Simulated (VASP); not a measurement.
These are r2SCAN meta-GGA, VASP's PBE PAW potentials (set 64) (plane waves; VASP 6.6.1) values and carry that method's errors.

Input for VASP

File KPOINTS:
```
Regular mesh
0
gamma
5 7 4
```

POSCAR:
```
SiW2
1.0
  5.3422917970   0.0000000000   0.0000000000
  0.0000000000   4.1797860967   0.0000000000
  0.0000000000   0.0000000000   7.9594625445
W Si
8 4
Cartesian
  3.0847980469   1.0449465242   6.2182223808
  0.4136521484   1.0449465242   5.7209714360
  2.2574937501   3.1348395725   1.7412401637
  4.9286396486   3.1348395725   2.2384911085
  1.0203891486   1.0449465242   0.4847426207
  3.6915350471   1.0449465242   3.4949886515
  4.3219026484   3.1348395725   7.4747199238
  1.6507567499   3.1348395725   4.4644738930
  3.7148405429   1.0449465242   0.8977342079
  1.0436946444   1.0449465242   3.0819970643
  1.6274512541   3.1348395725   7.0617283366
  4.2985971526   3.1348395725   4.8774654802
```

INCAR:
```
ALGO = Normal
EDIFF = 1E-6
EDIFFG = -0.02
ENCUT = 400
IBRION = 2
ISIF = 3
ISMEAR = 1
LASPH = T
LCHARG = F
LMAXMIX = 6
LMIXTAU = T
LREAL = F
LWAVE = F
METAGGA = R2SCAN
NELM = 100
NSW = 60
PREC = Accurate
SIGMA = 0.1
SYSTEM = SiW2
```

POTCAR, in this order: W_sv Si (PBE.64 set). Program: vasp_std.

What VASP printed:

### OSZICAR
```
       N       E                     dE             d eps       ncg     rms          rms(c)
DAV:   1     0.124929411827E+04    0.12493E+04   -0.64211E+04  5480   0.163E+03
DAV:   2    -0.360572085525E+03   -0.16099E+04   -0.15682E+04  5556   0.558E+02
DAV:   3    -0.474305334209E+03   -0.11373E+03   -0.10598E+03  6460   0.137E+02
DAV:   4    -0.479976009033E+03   -0.56707E+01   -0.53526E+01  6592   0.246E+01
DAV:   5    -0.480165067560E+03   -0.18906E+00   -0.18631E+00  6608   0.420E+00    0.653E+01
DAV:   6    -0.454308032074E+03    0.25857E+02   -0.18777E+01  6092   0.263E+01    0.185E+01
DAV:   7    -0.440427094377E+03    0.13881E+02   -0.55333E+00  6280   0.914E+00    0.460E+00
DAV:   8    -0.444027070632E+03   -0.36000E+01   -0.33021E+00  6008   0.933E+00    0.334E+00
DAV:   9    -0.444645308699E+03   -0.61824E+00   -0.41328E-01  6272   0.374E+00    0.675E-01
DAV:  10    -0.443902217079E+03    0.74309E+00   -0.32382E-01  5644   0.307E+00    0.609E-01
DAV:  11    -0.443921859131E+03   -0.19642E-01   -0.11933E-01  5680   0.186E+00    0.507E-01
DAV:  12    -0.443913844548E+03    0.80146E-02   -0.10115E-02  6068   0.493E-01    0.292E-01
DAV:  13    -0.443924758793E+03   -0.10914E-01   -0.72225E-03  5992   0.429E-01    0.106E-01
DAV:  14    -0.443933615278E+03   -0.88565E-02   -0.37181E-03  5656   0.328E-01    0.526E-02
DAV:  15    -0.443935487315E+03   -0.18720E-02   -0.96296E-04  6068   0.135E-01    0.171E-02
DAV:  16    -0.443935523712E+03   -0.36398E-04   -0.12822E-04  6268   0.506E-02    0.937E-03
DAV:  17    -0.443935537981E+03   -0.14269E-04   -0.20898E-05  5220   0.192E-02    0.554E-03
DAV:  18    -0.443935549926E+03   -0.11944E-04   -0.22736E-05  5384   0.236E-02    0.335E-03
DAV:  19    -0.443935555578E+03   -0.56522E-05   -0.68571E-06  4516   0.118E-02    0.136E-03
DAV:  20    -0.443935555523E+03    0.54513E-07   -0.28311E-07  2996   0.284E-03
   1 F= -.44393556E+03 E0= -.44393676E+03  d E =-.443936E+03
       N       E                     dE             d eps       ncg     rms          rms(c)
DAV:   1    -0.443966017424E+03   -0.30462E-01   -0.92016E-01  5788   0.629E+00    0.218E+00
DAV:   2    -0.443937868938E+03    0.28148E-01   -0.85866E-02  5668   0.151E+00    0.526E-01
DAV:   3    -0.443933766198E+03    0.41027E-02   -0.17573E-02  6372   0.619E-01    0.345E-01
DAV:   4    -0.443933515169E+03    0.25103E-03   -0.32413E-03  6204   0.298E-01    0.120E-01
DAV:   5    -0.443933677098E+03   -0.16193E-03   -0.86681E-04  6616   0.202E-01    0.470E-02
DAV:   6    -0.443933606066E+03    0.71033E-04   -0.52657E-04  6412   0.122E-01    0.473E-02
DAV:   7    -0.443933602501E+03    0.35650E-05   -0.97694E-05  5840   0.575E-02    0.872E-03
DAV:   8    -0.443933631690E+03   -0.29189E-04   -0.46386E-05  5776   0.361E-02    0.100E-02
DAV:   9    -0.443933642254E+03   -0.10564E-04   -0.61867E-06  5104   0.132E-02    0.160E-03
DAV:  10    -0.443933642377E+03   -0.12294E-06   -0.68419E-07  2980   0.531E-03
   2 F= -.44393364E+03 E0= -.44393479E+03  d E =0.191315E-02
       N       E                     dE             d eps       ncg     rms          rms(c)
DAV:   1    -0.443951973105E+03   -0.18331E-01   -0.45381E-01  5792   0.443E+00    0.152E+00
DAV:   2    -0.443938139311E+03    0.13834E-01   -0.42546E-02  5628   0.106E+00    0.368E-01
DAV:   3    -0.443936119579E+03    0.20197E-02   -0.86846E-03  6364   0.435E-01    0.237E-01
DAV:   4    -0.443935969112E+03    0.15047E-03   -0.15359E-03  6248   0.208E-01    0.867E-02
DAV:   5    -0.443936013401E+03   -0.44288E-04   -0.43429E-04  6616   0.142E-01    0.329E-02
DAV:   6    -0.443935972585E+03    0.40816E-04   -0.26512E-04  6400   0.859E-02    0.339E-02
DAV:   7    -0.443935962615E+03    0.99706E-05   -0.52993E-05  5824   0.417E-02    0.616E-03
DAV:   8    -0.443935977155E+03   -0.14541E-04   -0.24671E-05  5772   0.264E-02    0.728E-03
DAV:   9    -0.443935982899E+03   -0.57431E-05   -0.30586E-06  4564   0.931E-03    0.108E-03
DAV:  10    -0.443935982891E+03    0.75506E-08   -0.38665E-07  2928   0.408E-03
   3 F= -.44393598E+03 E0= -.44393717E+03  d E =-.427368E-03
       N       E                     dE             d eps       ncg     rms          rms(c)
DAV:   1    -0.443936037177E+03   -0.54278E-04   -0.20019E-02  5576   0.117E+00    0.856E-02
DAV:   2    -0.443936200287E+03   -0.16311E-03   -0.31272E-03  5596   0.294E-01    0.492E-02
DAV:   3    -0.443936171034E+03    0.29252E-04   -0.17216E-04  6836   0.873E-02    0.220E-02
DAV:   4    -0.443936161324E+03    0.97106E-05   -0.64797E-05  6904   0.528E-02    0.112E-02
DAV:   5    -0.443936159617E+03    0.17066E-05   -0.12937E-05  6432   0.238E-02    0.446E-03
DAV:   6    -0.443936159535E+03    0.82127E-07   -0.11015E-06  3176   0.639E-03
   4 F= -.44393616E+03 E0= -.44393730E+03  d E =-.176644E-03
```

OUTCAR:
```
------------------------ aborting loop because EDIFF is reached ----------------------------------------
  FORCE on cell =-STRESS in cart. coord.  units (eV):
  Direction    XX          YY          ZZ          XY          YZ          ZX
  --------------------------------------------------------------------------------------
  Total        0.0451704      0.0569594     -0.0085479     -0.0000000      0.0000000      0.0000000
  in kB        0.4078362      0.5142776     -0.0771777     -0.0000000      0.0000000      0.0000000
  external PRESSURE =       0.2816453 kB  Pullay stress =       0.0000000 kB
  volume of cell :      177.45
      direct lattice vectors                 reciprocal lattice vectors
     5.341585567 -0.000000000  0.000000000     0.187210331 -0.000000000  0.000000000
     0.000000000  4.177960527  0.000000000     0.000000000  0.239351232  0.000000000
     0.000000000  0.000000000  7.951407742     0.000000000  0.000000000  0.125763894
 POSITION                                       TOTAL-FORCE (eV/Angst)
 -----------------------------------------------------------------------------------
      3.08521      1.04449      6.21254         0.010955     -0.000000      0.005838
      0.41442      1.04449      5.71457         0.010955     -0.000000     -0.005838
      2.25637      3.13347      1.73886        -0.010955      0.000000     -0.005838
      4.92717      3.13347      2.23684        -0.010955      0.000000      0.005838
      1.01950      1.04449      0.48423        -0.008886      0.000000      0.006349
      3.69030      1.04449      3.49148        -0.008886      0.000000     -0.006349
      4.32208      3.13347      7.46718         0.008886     -0.000000     -0.006349
      1.65129      3.13347      4.45993         0.008886     -0.000000      0.006349
      3.71403      1.04449      0.89550        -0.006726      0.000000     -0.011697
      1.04324      1.04449      3.08020        -0.006726      0.000000      0.011697
      1.62755      3.13347      7.05591         0.006726     -0.000000      0.011697
      4.29834      3.13347      4.87121         0.006726     -0.000000     -0.011697
 -----------------------------------------------------------------------------------
    total drift:                                0.000000     -0.000000     -0.000000
  FREE ENERGIE OF THE ION-ELECTRON SYSTEM (eV)
  ---------------------------------------------------
  free  energy   TOTEN  =      -443.9361595351 eV

  energy  without entropy=     -443.9395666730  energy(sigma->0) =     -443.93729525

 reached required accuracy - stopping structural energy minimisation
```
(Selected blocks of OUTCAR.)

CONTCAR:
```
SiW2
   1.00000000000000
     5.3415855673578170   -0.0000000000000000    0.0000000000000000
     0.0000000000000000    4.1779605266557764    0.0000000000000000
     0.0000000000000000    0.0000000000000000    7.9514077424274001
  W               Si
     8     4
Direct
     0.5775836317151696    0.2500000000000000    0.7813137530549853
     0.0775836317151696    0.2500000000000000    0.7186862469450147
     0.4224163682848304    0.7500000000000000    0.2186862469450148
     0.9224163682848304    0.7500000000000000    0.2813137530549853
     0.1908618519573293    0.2500000000000000    0.0608982789726356
     0.6908618519573292    0.2500000000000000    0.4391017210273645
     0.8091381480426708    0.7500000000000000    0.9391017210273644
     0.3091381480426707    0.7500000000000000    0.5608982789726356
     0.6953056549316176    0.2500000000000000    0.1126218970964392
     0.1953056549316174    0.2500000000000000    0.3873781029035608
     0.3046943450683826    0.7500000000000000    0.8873781029035609
     0.8046943450683824    0.7500000000000000    0.6126218970964391
```

File OUTCAR:
```
 val. band max:       11.4445998127   @ k =   0.4000   0.1429   0.5000

 cond. band min:      11.4607129850   @ k =   0.0000   0.2857   0.5000


 Fermi energy:        11.4474151824

 k-point     1 :       0.0000    0.0000    0.0000
  band No.  band energies     occupation
      1     -64.5980      2.00000
      2     -64.5881      2.00000
      3     -64.5177      2.00000
      4     -64.5141      2.00000
      5     -64.2846      2.00000
      6     -64.2745      2.00000
      7     -64.2691      2.00000
      8     -64.2653      2.00000
      9     -28.7212      2.00000
     10     -28.6357      2.00000
     11     -28.4969      2.00000
     12     -28.4208      2.00000
     13     -28.4053      2.00000
     14     -28.3746      2.00000
     15     -28.2563      2.00000
     16     -28.2458      2.00000
     17     -28.2434      2.00000
     18     -28.2112      2.00000
     19     -28.0202      2.00000
     20     -27.9425      2.00000
     21     -27.9158      2.00000
     22     -27.9143      2.00000
     23     -27.8760      2.00000
     24     -27.8422      2.00000
     25     -27.8083      2.00000
     26     -27.7918      2.00000
     27     -27.7140      2.00000
     28     -27.7130      2.00000
     29     -27.6711      2.00000
     30     -27.6530      2.00000
     31     -27.5877      2.00000
     32     -27.5781      2.00000
     33      -1.3360      2.00000
     34       0.9851      2.00000
     35       1.1845      2.00000
     36       2.4484      2.00000
     37       4.2556      2.00000
     38       5.0972      2.00000
     39       5.2913      2.00000
     40       5.3386      2.00000
     41       5.3587      2.00000
     42       6.2009      2.00000
     43       6.4818      2.00000
     44       6.8074      2.00000
     45       6.8081      2.00000
     46       7.0176      2.00000
     47       7.1344      2.00000
     48       7.1617      2.00000
     49       7.4065      2.00000
     50       7.7135      2.00000
     51       8.0875      2.00000
...
```

Unless said otherwise, spin-orbit coupling is left out, though it shifts the bands of the heavy elements here.

The structure was generated: SiW2 was put into the Co2Si type (Pnma), which need not be its known phase. This run relaxes it. Symmetry was kept, so distortions that lower it aren't found. The start is the result of an earlier pass.
